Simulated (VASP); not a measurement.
# Sr2SO (P4/mmm) in VASP: single point with LDA

Aim: the single point of Sr2SO with LDA.

Program: VASP 6.6.1. These are calculated values, not measurements. Logs are shortened: lines on timing, memory, paths and dates and some standing lists are left out, and cuts for length are marked.

### Step 1. The crystal as given

It takes space group P4/mmm (No. 123, tetragonal). The conventional cell has a = 4.043 Å, b = 4.043 Å, c = 5.718 Å, α = 90.00°, β = 90.00°, γ = 90.00°. Sr (site symmetry 4/mmm) has 2 S at 2.86 Å and 4 O at 2.86 Å as nearest neighbours. Around Sr (site symmetry 4/mmm) lie 2 O at 2.86 Å and 4 S at 2.86 Å. S (site symmetry 4/mmm) has 6 Sr at 2.86 Å as nearest neighbours. O (site symmetry 4/mmm) has 6 Sr at 2.86 Å as nearest neighbours.

The cell comes from a database or a generator and needn't be the stable form of this composition.

### Step 2. Single point, LDA

The input, INCAR:

```
SYSTEM = Sr2SO
PREC = Accurate ; ENCUT = 520
EDIFF = 1E-7 ; ISMEAR = 0
SIGMA = 0.05 ; LREAL = .FALSE.
LASPH = .TRUE. ; NELM = 100
ALGO = Fast ; ISIF = 2
LWAVE = .FALSE. ; LCHARG = .FALSE.
GGA = CA ; NBANDS = 24
```

The input, KPOINTS:

```
regular mesh
0
G
  8 8 6
  0 0 0
```

The input, POSCAR:

```
Sr2SO
1.0
    4.0432370000      0.0000000000      0.0000000000
    0.0000000000      4.0432370000      0.0000000000
    0.0000000000      0.0000000000      5.7180000000
Sr S O
2 1 1
Direct
    0.0000000000      0.0000000000      0.0000000000
    0.5000000000      0.5000000000      0.5000000000
    0.0000000000      0.0000000000      0.5000000000
    0.5000000000      0.5000000000      0.0000000000
```

Potentials or basis: VASP PAW LDA potentials, release 64 (Sr_sv, S, O).

On the command line:

```bash
$ cat potpaw_LDA.64/Sr_sv/POTCAR potpaw_LDA.64/S/POTCAR potpaw_LDA.64/O/POTCAR > POTCAR
$ mpirun -np 1 vasp_std > vasp.out
```

OUTCAR:

```text
SYSTEM = Sr2SO
   PREC = Accurate
   ENCUT = 520
   EDIFF = 1E-7
   ISMEAR = 0
   LREAL = .FALSE.
   LASPH = .TRUE.
   NELM = 100
   ISIF = 2
   GGA = CA

 ion  position               nearest neighbor table
   1  0.000  0.000  0.000-   3 2.86   3 2.86   4 2.86   4 2.86   4 2.86   4 2.86   2 4.04   2 4.04
                             2 4.04   2 4.04   2 4.04   2 4.04   2 4.04   2 4.04
   2  0.500  0.500  0.500-   4 2.86   4 2.86   3 2.86   3 2.86   3 2.86   3 2.86   1 4.04   1 4.04
                             1 4.04   1 4.04   1 4.04   1 4.04   1 4.04   1 4.04
   3  0.000  0.000  0.500-   1 2.86   1 2.86   2 2.86   2 2.86   2 2.86   2 2.86
   4  0.500  0.500  0.000-   2 2.86   2 2.86   1 2.86   1 2.86   1 2.86   1 2.86

  LATTYP: Found a simple tetragonal cell.
 ALAT       =     4.0432370000
 C/A-ratio  =     1.4142134137

  Lattice vectors:

 A1 = (   4.0432370000,   0.0000000000,   0.0000000000)
 A2 = (   0.0000000000,   4.0432370000,   0.0000000000)
 A3 = (   0.0000000000,   0.0000000000,   5.7180000000)

Analysis of symmetry for initial positions (statically):
=====================================================================
 Subroutine PRICEL returns:
 Original cell was already a primitive cell.

 Routine SETGRP: Setting up the symmetry group for a
 simple tetragonal supercell.

 Subroutine GETGRP returns: Found 16 space group operations
 (whereof 16 operations were pure point group operations)
 out of a pool of 16 trial point group operations.

The static configuration has the point symmetry D_4h.

Analysis of symmetry for dynamics (positions and initial velocities):
=====================================================================
 Subroutine PRICEL returns:
 Original cell was already a primitive cell.

 Routine SETGRP: Setting up the symmetry group for a
 simple tetragonal supercell.

 Subroutine GETGRP returns: Found 16 space group operations
 (whereof 16 operations were pure point group operations)
 out of a pool of 16 trial point group operations.

The dynamic configuration has the point symmetry D_4h.

 Subroutine INISYM returns: Found 16 space group operations
 (whereof 16 operations are pure point group operations),
 and found     1 'primitive' translations

----------------------------------------------------------------------------------------

                                     Primitive cell

  volume of cell :      93.4765

  direct lattice vectors                    reciprocal lattice vectors
     4.043237000  0.000000000  0.000000000     0.247326585  0.000000000  0.000000000
     0.000000000  4.043237000  0.000000000     0.000000000  0.247326585  0.000000000
     0.000000000  0.000000000  5.718000000     0.000000000  0.000000000  0.174886324

  length of vectors
     4.043237000  4.043237000  5.718000000     0.247326585  0.247326585  0.174886324

  position of ions in fractional coordinates (direct lattice)
     0.000000000  0.000000000  0.000000000
     0.500000000  0.500000000  0.500000000
     0.000000000  0.000000000  0.500000000
     0.500000000  0.500000000  0.000000000

  ion indices of the primitive-cell ions
   primitive index   ion index
                 1           1
                 2           2
                 3           3
                 4           4

----------------------------------------------------------------------------------------

 KPOINTS: regular mesh

Automatic generation of k-mesh.
 Grid dimensions read from file:
 generate k-points for:    8    8    6

 Generating k-lattice:

  Cartesian coordinates                     Fractional coordinates (reciprocal lattice)
     0.030915823  0.000000000  0.000000000     0.125000000  0.000000000  0.000000000
     0.000000000  0.030915823  0.000000000     0.000000000  0.125000000  0.000000000
     0.000000000  0.000000000  0.029147721     0.000000000  0.000000000  0.166666667

  Length of vectors
     0.030915823  0.030915823  0.029147721

  Shift w.r.t. Gamma in fractional coordinates (k-lattice)
     0.000000000  0.000000000  0.000000000

 Subroutine IBZKPT returns following result:
 ===========================================

 Found     60 irreducible k-points:

 Following reciprocal coordinates:
            Coordinates               Weight
  0.000000  0.000000  0.000000      1.000000
  0.125000  0.000000  0.000000      4.000000
  0.250000  0.000000  0.000000      4.000000
  0.375000  0.000000  0.000000      4.000000
  0.500000  0.000000  0.000000      2.000000
  0.125000  0.125000  0.000000      4.000000
[... 16 lines left out ...]
  0.375000  0.125000  0.166667     16.000000
  0.500000  0.125000  0.166667      8.000000
 [... further k-points ...]
   k-points           NKPTS =     60   k-points in BZ     NKDIM =     60   number of bands    NBANDS=     24
   number of dos      NEDOS =    301   number of ions     NIONS =      4
   total plane-waves  NPLWV =  43200
   dimension x,y,z NGX =    30 NGY =   30 NGZ =   48
   dimension x,y,z NGXF=    60 NGYF=   60 NGZF=   96
   ions per type =               2   1   1
   NGX,Y,Z   is equivalent  to a cutoff of  12.34, 12.34, 13.96 a.u.
   NGXF,Y,Z  is equivalent  to a cutoff of  24.67, 24.67, 27.91 a.u.
 SYSTEM =  Sr2SO
   PREC   = accura    normal or accurate (medium, high low for compatibility)
   ISTART =      0    job   : 0-new  1-cont  2-samecut
   ICHARG =      2    charge: 1-file 2-atom 10-const
   ISPIN  =      1    spin polarized calculation?
   LNONCOLLINEAR =      F non collinear calculations
   LSORBIT =      F    spin-orbit coupling
   LASPH  =      T    aspherical Exc in radial PAW
   ENCUT  =  520.0 eV  38.22 Ry    6.18 a.u.   7.52  7.52 10.63*2*pi/ulx,y,z
   NELM   =    100;   NELMIN=  2; NELMDL= -5     # of ELM steps
   EDIFF  = 0.1E-06   stopping-criterion for ELM
   LREAL  =      F    real-space projection
   EDIFFG = 0.1E-05   stopping-criterion for IOM
   NSW    =      0    number of steps for IOM
   IBRION =     -1    ionic relax: 0-MD 1-quasi-New 2-CG
   NFREE  =      0    steps in history (QN), initial steepest desc. (CG)
   ISIF   =      2    stress and relaxation
   ISYM   =      2    0-nonsym 1-usesym 2-fastsym
   POTIM  = 0.5000    time-step for ionic-motion
   TEBEG  =    0.0;   TEEND  =   0.0 temperature during run
   PSTRESS=    0.0 pullay stress
   NELECT =      32.0000    total number of electrons
   NUPDOWN=      -1.0000    fix difference up-down
   EMIN   =  10.00;   EMAX   =-10.00  energy-range for DOS
   EFERMI =   0.00;   METHOD = LEGACY
   ISMEAR =     0;   SIGMA  =   0.05  broadening in eV -4-tet -1-fermi 0-gaus
   EFERMI_NEDOS =   21; number of points for ismear=-14 and -15
   IALGO  =     68    algorithm
   IMIX   =      4    mixing-type and parameters
     AMIX     =   0.40;   BMIX     =  1.00
     AMIX_MAG =   1.60;   BMIX_MAG =  1.00
  volume/ion in A,a.u.               =      23.37       157.70
  Fermi-wavevector in a.u.,A,eV,Ry     =   1.145225  2.164161 17.844574  1.311539
  Thomas-Fermi vector in A             =   2.281914
   LORBIT       =      0    0 simple, 1 ext, 2 COOP (PROOUT), +10 PAW based schemes
   GGA     = CA    functional components
   LHFCALC =     F    Hartree Fock is set to
   AEXX    =    0.0000 exact exchange contribution
   IVDW    =     0    specifies the selected vdW correction
   LEPSILON=     F    determine dielectric tensor
   LRPA    =     F    only Hartree local field effects (RPA)
 non-spin polarized calculation
 RMM-DIIS sequential band-by-band and
 Gauss-broadening in eV      SIGMA  =   0.05
  energy-cutoff  :      520.00
  volume of cell :       93.48
 maximum number of plane-waves:      2566
   NGX = 15   NGY = 15   NGZ = 21

 number of electron      31.9999994 magnetization

 Free energy of the ion-electron system (eV)
  ---------------------------------------------------
  ext. energy  EPLUGINS =         0.00000000
  ---------------------------------------------------
  free energy    TOTEN  =       -23.32481119 eV

  energy without entropy =      -23.32481119  energy(sigma->0) =      -23.32481119

 E-fermi :   1.7616     XC(G=0):  -9.5525

 val. band max:        1.5205592825   @ k =   0.0000   0.0000   0.0000
 cond. band min:       3.6318282585   @ k =   0.0000   0.0000   0.0000
 fundamental gap:      2.1112689761
 Fermi energy:         1.7616312536

 k-point     1 :       0.0000    0.0000    0.0000
  band No.  band energies     occupation
      1     -31.7054      2.00000
      2     -31.6306      2.00000
      3     -14.1273      2.00000
      4     -13.8633      2.00000
      5     -13.8633      2.00000
      6     -13.6625      2.00000
[... 16 lines left out ...]
     23       6.9409      0.00000
     24       8.3802      0.00000

 k-point     2 :       0.1250    0.0000    0.0000
  band No.  band energies     occupation
      1     -31.7025      2.00000
      2     -31.6297      2.00000
      3     -14.1119      2.00000
      4     -13.9364      2.00000
      5     -13.8523      2.00000
      6     -13.7766      2.00000
[... 16 lines left out ...]
     23       7.3930      0.00000
     24       8.6839      0.00000

 k-point     3 :       0.2500    0.0000    0.0000
  band No.  band energies     occupation
      1     -31.6954      2.00000
      2     -31.6278      2.00000
      3     -14.0965      2.00000
      4     -14.0711      2.00000
      5     -13.9937      2.00000
      6     -13.8239      2.00000
[... 16 lines left out ...]
     23       8.2149      0.00000
     24       8.5315      0.00000
[... 514 lines left out ...]
 k-point    23 :       0.3750    0.1250    0.1667
  band No.  band energies     occupation
      1     -31.6859      2.00000
      2     -31.6245      2.00000
      3     -14.2912      2.00000
      4     -14.2006      2.00000
      5     -13.9505      2.00000
      6     -13.8312      2.00000
[... 16 lines left out ...]
     23       8.5720      0.00000
     24       9.2458      0.00000

 k-point    24 :       0.5000    0.1250    0.1667
  band No.  band energies     occupation
      1     -31.6833      2.00000
      2     -31.6234      2.00000
      3     -14.3374      2.00000
      4     -14.2525      2.00000
      5     -13.9379      2.00000
      6     -13.8183      2.00000
[... 16 lines left out ...]
     23       8.6516      0.00000
     24       8.9089      0.00000

 [... further k-points ...]
[... 5 lines left out ...]
  --------------------------------------------------------------------------------------
  -------------------------------------------------------------------------------------
  Total       -2.6588467     -2.6588467     -2.5831727      0.0000000      0.0000000      0.0000000
  in kB      -45.5723397    -45.5723397    -44.2752954      0.0000000      0.0000000      0.0000000
  external PRESSURE =     -45.1399916 kB  Pullay stress =       0.0000000 kB

 VOLUME and BASIS-vectors are now :
 -----------------------------------------------------------------------------
  energy-cutoff  :      520.00
  volume of cell :       93.48
      direct lattice vectors                 reciprocal lattice vectors
     4.043237000  0.000000000  0.000000000     0.247326585  0.000000000  0.000000000
     0.000000000  4.043237000  0.000000000     0.000000000  0.247326585  0.000000000
     0.000000000  0.000000000  5.718000000     0.000000000  0.000000000  0.174886324

 POSITION                                       TOTAL-FORCE (eV/Angst)
 -----------------------------------------------------------------------------------
      0.00000      0.00000      0.00000         0.000000      0.000000      0.000000
      2.02162      2.02162      2.85900         0.000000      0.000000      0.000000
      0.00000      0.00000      2.85900         0.000000      0.000000      0.000000
      2.02162      2.02162      0.00000         0.000000      0.000000      0.000000
 -----------------------------------------------------------------------------------
    total drift:                                0.000000      0.000000     -0.000000

  FREE ENERGIE OF THE ION-ELECTRON SYSTEM (eV)
  ---------------------------------------------------
  free  energy   TOTEN  =       -23.3248111859 eV

  energy  without entropy=      -23.3248111859  energy(sigma->0) =      -23.32481119
```

Run time: 5.2 min. Hardware: 1 thread of Intel Xeon Platinum 8375C at 2.90GHz (Ice Lake), shared host; peak memory 0.26 GiB.

What came out:

| Quantity | Value |
| --- | --- |
| Free energy | -23.3248 eV |
| Pressure | -4.5 GPa |
| Band gap on the k mesh | 2.11 eV, direct |

A k mesh can miss the band edges. As with any semilocal functional, this LDA gap is likely too small.
